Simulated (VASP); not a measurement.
Output of a VASP run:

**OUTCAR**
```
 ion  position               nearest neighbor table
   1  0.000  0.000  0.000-
   2  0.202  0.500  0.500-   3 1.69   4 1.77   5 1.77   6 1.77   7 1.77
   3  0.798  0.500  0.500-   2 1.69   4 1.77   5 1.77   6 1.77   7 1.77
   4  0.500  0.202  0.500-   5 1.69   3 1.77   2 1.77   6 1.77   7 1.77
   5  0.500  0.798  0.500-   4 1.69   3 1.77   2 1.77   6 1.77   7 1.77
   6  0.500  0.500  0.202-   7 1.69   3 1.77   4 1.77   5 1.77   2 1.77
   7  0.500  0.500  0.798-   6 1.69   3 1.77   4 1.77   5 1.77   2 1.77
  LATTYP: Found a simple cubic cell.
 ALAT       =     4.2021720000
 Subroutine PRICEL returns:
 Original cell was already a primitive cell.
 Subroutine GETGRP returns: Found 48 space group operations
The static configuration has the point symmetry O_h .
The dynamic configuration has the point symmetry O_h .
 Subroutine INISYM returns: Found 48 space group operations
 Subroutine IBZKPT returns following result:
 Found     56 irreducible k-points:

 Following reciprocal coordinates:
            Coordinates               Weight
  0.000000  0.000000  0.000000      1.000000
  0.100000  0.000000  0.000000      6.000000
  0.200000  0.000000  0.000000      6.000000
  0.300000  0.000000  0.000000      6.000000
  0.400000  0.000000  0.000000      6.000000
  0.500000  0.000000  0.000000      3.000000
  0.100000  0.100000  0.000000     12.000000
  0.200000  0.100000  0.000000     24.000000
  0.300000  0.100000  0.000000     24.000000
  0.400000  0.100000  0.000000     24.000000
  0.500000  0.100000  0.000000     12.000000
  0.200000  0.200000  0.000000     12.000000
  0.300000  0.200000  0.000000     24.000000
  0.400000  0.200000  0.000000     24.000000
  0.500000  0.200000  0.000000     12.000000
  0.300000  0.300000  0.000000     12.000000
  0.400000  0.300000  0.000000     24.000000
  0.500000  0.300000  0.000000     12.000000
  0.400000  0.400000  0.000000     12.000000
  0.500000  0.400000  0.000000     12.000000
  0.500000  0.500000  0.000000      3.000000
  0.100000  0.100000  0.100000      8.000000
  0.200000  0.100000  0.100000     24.000000
  0.300000  0.100000  0.100000     24.000000
  0.400000  0.100000  0.100000     24.000000
  0.500000  0.100000  0.100000     12.000000
  0.200000  0.200000  0.100000     24.000000
  0.300000  0.200000  0.100000     48.000000
  0.400000  0.200000  0.100000     48.000000
  0.500000  0.200000  0.100000     24.000000
  0.300000  0.300000  0.100000     24.000000
  0.400000  0.300000  0.100000     48.000000
  0.500000  0.300000  0.100000     24.000000
  0.400000  0.400000  0.100000     24.000000
  0.500000  0.400000  0.100000     24.000000
  0.500000  0.500000  0.100000      6.000000
  0.200000  0.200000  0.200000      8.000000
  0.300000  0.200000  0.200000     24.000000
  0.400000  0.200000  0.200000     24.000000
  0.500000  0.200000  0.200000     12.000000
   k-points           NKPTS =     56   k-points in BZ     NKDIM =     56   number of bands    NBANDS=     18
   number of dos      NEDOS =    301   number of ions     NIONS =      7
   total plane-waves  NPLWV =  21952
   dimension x,y,z NGX =    28 NGY =   28 NGZ =   28
   dimension x,y,z NGXF=    56 NGYF=   56 NGZF=   56
   ions per type =               1   6
   PREC   = accura    normal or accurate (medium, high low for compatibility)
   ISTART =      0    job   : 0-new  1-cont  2-samecut
   ICHARG =      2    charge: 1-file 2-atom 10-const
   ISPIN  =      1    spin polarized calculation?
   LNONCOLLINEAR =      F non collinear calculations
   LSORBIT =      F    spin-orbit coupling
   INIWAV =      1    electr: 0-lowe 1-rand  2-diag
   ENCUT  =  400.0 eV  29.40 Ry    5.42 a.u.   6.85  6.85  6.85*2*pi/ulx,y,z
   NELM   =    100;   NELMIN=  2; NELMDL= -5     # of ELM steps
   EDIFF  = 0.1E-05   stopping-criterion for ELM
   LREAL  =      F    real-space projection
   NLSPLINE    = F    spline interpolate recip. space projectors
   LMAXMIX     =    2 max onsite mixed and CHGCAR
...
```

### OSZICAR
```
       N       E                     dE             d eps       ncg     rms          rms(c)
DAV:   1     0.131667423947E+03    0.13167E+03   -0.11683E+04  2016   0.119E+03
DAV:   2    -0.442344456358E+02   -0.17590E+03   -0.17121E+03  2722   0.290E+02
DAV:   3    -0.496681260911E+02   -0.54337E+01   -0.54147E+01  3140   0.530E+01
DAV:   4    -0.498048091987E+02   -0.13668E+00   -0.13658E+00  3186   0.634E+00
DAV:   5    -0.498069169808E+02   -0.21078E-02   -0.21073E-02  2970   0.671E-01    0.976E+00
DAV:   6    -0.457318447389E+02    0.40751E+01   -0.68365E+00  2656   0.135E+01    0.505E+00
DAV:   7    -0.449656748209E+02    0.76617E+00   -0.46453E+00  2780   0.101E+01    0.142E+00
DAV:   8    -0.449825207445E+02   -0.16846E-01   -0.69687E-01  2974   0.498E+00    0.667E-01
DAV:   9    -0.449656406330E+02    0.16880E-01   -0.82992E-02  2832   0.153E+00    0.158E-01
DAV:  10    -0.449664633435E+02   -0.82271E-03   -0.13664E-02  3462   0.585E-01    0.107E-01
DAV:  11    -0.449664476311E+02    0.15712E-04   -0.13237E-03  2808   0.241E-01    0.387E-02
DAV:  12    -0.449664547673E+02   -0.71362E-05   -0.12518E-04  2572   0.748E-02    0.157E-02
DAV:  13    -0.449664584947E+02   -0.37275E-05   -0.44204E-05  2914   0.404E-02    0.607E-03
DAV:  14    -0.449664579692E+02    0.52553E-06   -0.30768E-06  2374   0.125E-02
   1 F= -.44966458E+02 E0= -.44965760E+02  d E =-.139566E-02
```

OUTCAR:
```
------------------------ aborting loop because EDIFF is reached ----------------------------------------
  FORCE on cell =-STRESS in cart. coord.  units (eV):
  Direction    XX          YY          ZZ          XY          YZ          ZX
  --------------------------------------------------------------------------------------
  Total       -2.5592318     -2.5592318     -2.5592318      0.0000000      0.0000000     -0.0000000
  in kB      -55.2584552    -55.2584552    -55.2584552      0.0000000      0.0000000     -0.0000000
  external PRESSURE =     -55.2584552 kB  Pullay stress =       0.0000000 kB
  volume of cell :       74.20
      direct lattice vectors                 reciprocal lattice vectors
     4.202172000  0.000000000  0.000000000     0.237972172  0.000000000  0.000000000
     0.000000000  4.202172000  0.000000000     0.000000000  0.237972172  0.000000000
     0.000000000  0.000000000  4.202172000     0.000000000  0.000000000  0.237972172
 POSITION                                       TOTAL-FORCE (eV/Angst)
 -----------------------------------------------------------------------------------
      0.00000      0.00000      0.00000         0.000000      0.000000     -0.000000
      0.84749      2.10109      2.10109         0.206810     -0.000000     -0.000000
      3.35468      2.10109      2.10109        -0.206810      0.000000     -0.000000
      2.10109      0.84749      2.10109        -0.000000      0.206810     -0.000000
      2.10109      3.35468      2.10109         0.000000     -0.206810     -0.000000
      2.10109      2.10109      0.84749         0.000000     -0.000000      0.206810
      2.10109      2.10109      3.35468        -0.000000      0.000000     -0.206810
 -----------------------------------------------------------------------------------
    total drift:                               -0.000000      0.000000      0.000000
  FREE ENERGIE OF THE ION-ELECTRON SYSTEM (eV)
  ---------------------------------------------------
  free  energy   TOTEN  =       -44.9664579692 eV

  energy  without entropy=      -44.9650623124  energy(sigma->0) =      -44.96576014
```
(Selected blocks of OUTCAR.)

### POSCAR
```
CaB6
1
    4.2021720000     0.0000000000     0.0000000000
    0.0000000000     4.2021720000     0.0000000000
    0.0000000000     0.0000000000     4.2021720000
Ca B
1 6
Direct
  0.0000000000   0.0000000000   0.0000000000
  0.2016800000   0.5000000000   0.5000000000
  0.7983200000   0.5000000000   0.5000000000
  0.5000000000   0.2016800000   0.5000000000
  0.5000000000   0.7983200000   0.5000000000
  0.5000000000   0.5000000000   0.2016800000
  0.5000000000   0.5000000000   0.7983200000
```

### Question
Write an INCAR and KPOINTS that could have produced this output.

### Answer
Several could match; the one computed here: the input of the run itself, PBE GGA, plane waves, VASP's PBE PAW potentials (set 64).

### KPOINTS
```
Automatic mesh
0
G
10 10 10
```

### INCAR
```
! general
SYSTEM = CaB6
PREC   = Accurate
ENCUT  = 400
LREAL  = .False.
LASPH  = .True.

! electronic loop
EDIFF  = 1E-6
NELM   = 100
ALGO   = Normal

! smearing
ISMEAR = 0
SIGMA  = 0.136

! functional
GGA    = PE

! ions
ISIF   = 2

! output
LWAVE  = .False.
LCHARG = .False.
```

POTCAR, in this order: Ca_sv B (PBE.64 set). Program: vasp_std.

At this cut-off the stress carries a Pulay error, which pulls relaxed volumes low.

The structure comes from a computed database's CaB6 entry; how it stands against other phases isn't given here. The cell was not relaxed at this level.
